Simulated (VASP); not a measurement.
Output of a VASP run:

**OUTCAR**
```
 ion  position               nearest neighbor table
   1  0.249  0.249  0.359-   8 2.65   7 2.66   6 2.66   5 2.66   2 2.70   3 2.70   2 2.71   3 2.71
  LATTYP: Found a simple tetragonal cell.
 ALAT       =     5.4076469850
 C/A-ratio  =     3.6657901025
 Subroutine PRICEL returns:
 Original cell was already a primitive cell.
 Subroutine GETGRP returns: Found  8 space group operations
The static configuration has the point symmetry C_4v.
The dynamic configuration has the point symmetry C_4v.
 Subroutine INISYM returns: Found  8 space group operations
 Subroutine IBZKPT returns following result:
 Found      6 irreducible k-points:

 Following reciprocal coordinates:
            Coordinates               Weight
  0.000000  0.000000  0.000000      1.000000
  0.200000  0.000000  0.000000      4.000000
  0.400000  0.000000  0.000000      4.000000
  0.200000  0.200000  0.000000      4.000000
  0.400000  0.200000  0.000000      8.000000
  0.400000  0.400000  0.000000      4.000000
   k-points           NKPTS =      6   k-points in BZ     NKDIM =      6   number of bands    NBANDS=     90
   number of dos      NEDOS =    301   number of ions     NIONS =     17
   total plane-waves  NPLWV =  76832
   dimension x,y,z NGX =    28 NGY =   28 NGZ =   98
   dimension x,y,z NGXF=    56 NGYF=   56 NGZF=  196
   ions per type =              16   1
   PREC   = normal    normal or accurate (medium, high low for compatibility)
   ISTART =      1    job   : 0-new  1-cont  2-samecut
   ICHARG =      0    charge: 1-file 2-atom 10-const
   ISPIN  =      1    spin polarized calculation?
   LNONCOLLINEAR =      F non collinear calculations
   LSORBIT =      F    spin-orbit coupling
   INIWAV =      1    electr: 0-lowe 1-rand  2-diag
   ENCUT  =  400.0 eV  29.40 Ry    5.42 a.u.   8.82  8.82 32.33*2*pi/ulx,y,z
   NELM   =    100;   NELMIN=  4; NELMDL=  0     # of ELM steps
   EDIFF  = 0.1E-05   stopping-criterion for ELM
   LREAL  =      F    real-space projection
   NLSPLINE    = F    spline interpolate recip. space projectors
   LMAXMIX     =    4 max onsite mixed and CHGCAR
   VOSKOWN=      0    Vosko Wilk Nusair interpolation
   EDIFFG = 0.1E-04   stopping-criterion for IOM
   NSW    =      0    number of steps for IOM
   NBLOCK =      1;   KBLOCK =      1    inner block; outer block
   IBRION =     -1    ionic relax: 0-MD 1-quasi-New 2-CG
   NFREE  =      0    steps in history (QN), initial steepest desc. (CG)
   ISIF   =      2    stress and relaxation
   ISYM   =      2    0-nonsym 1-usesym 2-fastsym
   TEIN   =    0.0    initial temperature
   TEBEG  =    0.0;   TEEND  =   0.0 temperature during run
   SMASS  =  -3.00    Nose mass-parameter (am)
   PSTRESS=    0.0 pullay stress
   NELECT =     151.0000    total number of electrons
   EFERMI =   0.00;   METHOD = LEGACY
   ISMEAR =     1;   SIGMA  =   0.10  broadening in eV -4-tet -1-fermi 0-gaus
   IALGO  =     38    algorithm
   LDIAG  =      T    sub-space diagonalisation (order eigenvalues)
   IMIX   =      4    mixing-type and parameters
     AMIX     =   0.40;   BMIX     =  1.00
     AMIX_MAG =   1.60;   BMIX_MAG =  1.00
     AMIN     =   0.10
   GGA     = PE    functional components
   VOSKOWN =     0    Vosko Wilk Nusair interpolation
   LHFCALC =     F    Hartree Fock is set to
   LHFONE  =     F    Hartree Fock one center treatment
   AEXX    =    0.0000 exact exchange contribution
   IVDW    =     0    specifies the selected vdW correction
   LEPSILON=     F    determine dielectric tensor
   LRPA    =     F    only Hartree local field effects (RPA)
  energy-cutoff  :      400.00
  volume of cell :      579.69
      direct lattice vectors                 reciprocal lattice vectors
     5.407646985  0.000000000  0.000000000     0.184923314  0.000000000  0.000000000
     0.000000000  5.407646985  0.000000000     0.000000000  0.184923314  0.000000000
     0.000000000  0.000000000 19.823298795     0.000000000  0.000000000  0.050445691
 k-point     1 :   0.0000 0.0000 0.0000  plane waves:   10577
 k-point     2 :   0.2000 0.0000 0.0000  plane waves:   10536
 k-point     3 :   0.4000 0.0000 0.0000  plane waves:   10512
 k-point     4 :   0.2000 0.2000 0.0000  plane waves:   10509
...
```

### OSZICAR
```
       N       E                     dE             d eps       ncg     rms          rms(c)
DAV:   1    -0.110900919552E+03   -0.11090E+03   -0.38830E-02  1662   0.987E-01    0.155E+00
DAV:   2    -0.117424197814E+03   -0.65233E+01   -0.10509E+01  1706   0.187E+01    0.261E+01
DAV:   3    -0.110860746312E+03    0.65635E+01   -0.11426E+01  1762   0.155E+01    0.165E+00
DAV:   4    -0.110881340721E+03   -0.20594E-01   -0.47811E-01  1412   0.205E+00    0.675E-01
DAV:   5    -0.110880999394E+03    0.34133E-03   -0.32855E-02  1388   0.936E-01    0.420E-01
DAV:   6    -0.110879621327E+03    0.13781E-02   -0.80304E-03  1412   0.564E-01    0.212E-01
DAV:   7    -0.110879411849E+03    0.20948E-03   -0.22945E-03  1392   0.256E-01    0.154E-01
DAV:   8    -0.110879215320E+03    0.19653E-03   -0.62689E-04  1388   0.141E-01    0.629E-02
DAV:   9    -0.110879233385E+03   -0.18066E-04   -0.19046E-04  1412   0.667E-02    0.677E-02
DAV:  10    -0.110879203348E+03    0.30038E-04   -0.14694E-04  1356   0.669E-02    0.363E-02
DAV:  11    -0.110879208437E+03   -0.50892E-05   -0.66291E-05  1422   0.423E-02    0.358E-02
DAV:  12    -0.110879199098E+03    0.93389E-05   -0.37407E-05  1362   0.366E-02    0.183E-02
DAV:  13    -0.110879197706E+03    0.13917E-05   -0.11278E-05  1288   0.187E-02    0.113E-02
DAV:  14    -0.110879197505E+03    0.20182E-06   -0.31748E-06   886   0.112E-02
   1 F= -.11087920E+03 E0= -.11087932E+03  d E =0.364496E-03
```

**OUTCAR**
```
------------------------ aborting loop because EDIFF is reached ----------------------------------------
  FORCE on cell =-STRESS in cart. coord.  units (eV):
  Direction    XX          YY          ZZ          XY          YZ          ZX
  --------------------------------------------------------------------------------------
  Total       -9.1206903     -9.1206903     -0.1133690      0.0000000      0.0000000      0.0000000
  in kB      -25.2084243    -25.2084243     -0.3133374      0.0000000      0.0000000      0.0000000
  external PRESSURE =     -16.9100620 kB  Pullay stress =       0.0000000 kB
  volume of cell :      579.69
      direct lattice vectors                 reciprocal lattice vectors
     5.407646985  0.000000000  0.000000000     0.184923314  0.000000000  0.000000000
     0.000000000  5.407646985  0.000000000     0.000000000  0.184923314  0.000000000
     0.000000000  0.000000000 19.823298795     0.000000000  0.000000000  0.050445691
 POSITION                                       TOTAL-FORCE (eV/Angst)
 -----------------------------------------------------------------------------------
      1.34838      1.34838      7.11904        -0.004440     -0.004440     -0.004800
      4.05927      1.34838      7.11904         0.004440     -0.004440     -0.004800
      1.34838      4.05927      7.11904        -0.004440      0.004440     -0.004800
      4.05927      4.05927      7.11904         0.004440      0.004440     -0.004800
      0.00000      0.00000      8.97010         0.000000      0.000000      0.010709
      2.70382      0.00000      8.96331         0.000000      0.000000      0.001571
      0.00000      2.70382      8.96331         0.000000      0.000000      0.001571
      2.70382      2.70382      8.94795         0.000000      0.000000     -0.010288
      1.35158      1.35158     10.88513        -0.002153     -0.002153      0.002001
      4.05607      1.35158     10.88513         0.002153     -0.002153      0.002001
      1.35158      4.05607     10.88513        -0.002153      0.002153      0.002001
      4.05607      4.05607     10.88513         0.002153      0.002153      0.002001
      0.00000      0.00000     12.75321         0.000000      0.000000     -0.014245
      2.70382      0.00000     12.73707         0.000000      0.000000      0.011692
      0.00000      2.70382     12.73707         0.000000      0.000000      0.011692
      2.70382      2.70382     12.73511         0.000000      0.000000     -0.008678
      0.00000      0.00000     14.99736         0.000000      0.000000      0.007174
 -----------------------------------------------------------------------------------
    total drift:                                0.000000      0.000000     -0.007572
  FREE ENERGIE OF THE ION-ELECTRON SYSTEM (eV)
  ---------------------------------------------------
  free  energy   TOTEN  =      -110.8791975045 eV

  energy  without entropy=     -110.8795620001  energy(sigma->0) =     -110.87931900

 total charge

# of ion       s       p       d       tot
------------------------------------------
    1        0.463   0.381   7.381   8.226
    2        0.463   0.381   7.381   8.226
    3        0.463   0.381   7.381   8.226
    4        0.463   0.381   7.381   8.226
    5        0.503   0.579   7.342   8.425
    6        0.503   0.577   7.342   8.422
    7        0.503   0.577   7.342   8.422
    8        0.503   0.577   7.337   8.417
    9        0.503   0.576   7.335   8.414
   10        0.503   0.576   7.335   8.414
   11        0.503   0.576   7.335   8.414
   12        0.503   0.576   7.335   8.414
   13        0.494   0.520   7.361   8.375
   14        0.438   0.370   7.401   8.209
   15        0.438   0.370   7.401   8.209
   16        0.455   0.371   7.403   8.228
   17        1.607   3.434   0.000   5.041
--------------------------------------------------
tot          9.310  11.205 117.791 138.306
```
(Selected blocks of OUTCAR.)

POSCAR:
```
Rh16Cl
1
    5.4076469850     0.0000000000     0.0000000000
    0.0000000000     5.4076469850     0.0000000000
    0.0000000000     0.0000000000    19.8232987953
Rh Cl
16 1
Direct
  0.2493465020   0.2493465020   0.3591247710
  0.7506534980   0.2493465020   0.3591247710
  0.2493465020   0.7506534980   0.3591247710
  0.7506534980   0.7506534980   0.3591247710
  1.0000000000   0.0000000000   0.4525026584
  0.5000000000   0.0000000000   0.4521604241
  0.0000000000   0.5000000000   0.4521604241
  0.5000000000   0.5000000000   0.4513854610
  0.2499384771   0.2499384771   0.5491079747
  0.7500615229   0.2499384771   0.5491079747
  0.2499384771   0.7500615229   0.5491079747
  0.7500615229   0.7500615229   0.5491079747
  1.0000000000   0.0000000000   0.6433443447
  0.5000000000   0.0000000000   0.6425300796
  0.0000000000   0.5000000000   0.6425300796
  0.5000000000   0.5000000000   0.6424313965
  1.0000000000   0.0000000000   0.7565521492
```

### Question
Reconstruct the remaining input files.

### Answer
Several could match; the one computed here: the input of the run itself, PBE GGA, plane waves, VASP's PBE PAW potentials (set 64).

**KPOINTS**
```
Automatic mesh
0
Gamma
5 5 1
0 0 0
```

**INCAR**
```
SYSTEM = Rh16Cl
PREC = Normal
ENCUT = 400
EDIFF = 1E-6
NELM = 100
ALGO = Normal
LREAL = .FALSE.
LASPH = .TRUE.
ISMEAR = 1
SIGMA = 0.1
GGA = PE
LMAXMIX = 4
LWAVE = .FALSE.
LCHARG = .FALSE.
NELMIN = 4
LDIPOL = .TRUE.
IDIPOL = 3
DIPOL = 0.5 0.5 0.5
LVHAR = .TRUE.
LORBIT = 11
```

POTCAR, in this order: Rh Cl (PBE.64 set). Program: vasp_std. Read from the step before: WAVECAR.

The cell is a thin slab with vacuum, built from Rh (fcc): (100) face, Cl adsorbed.
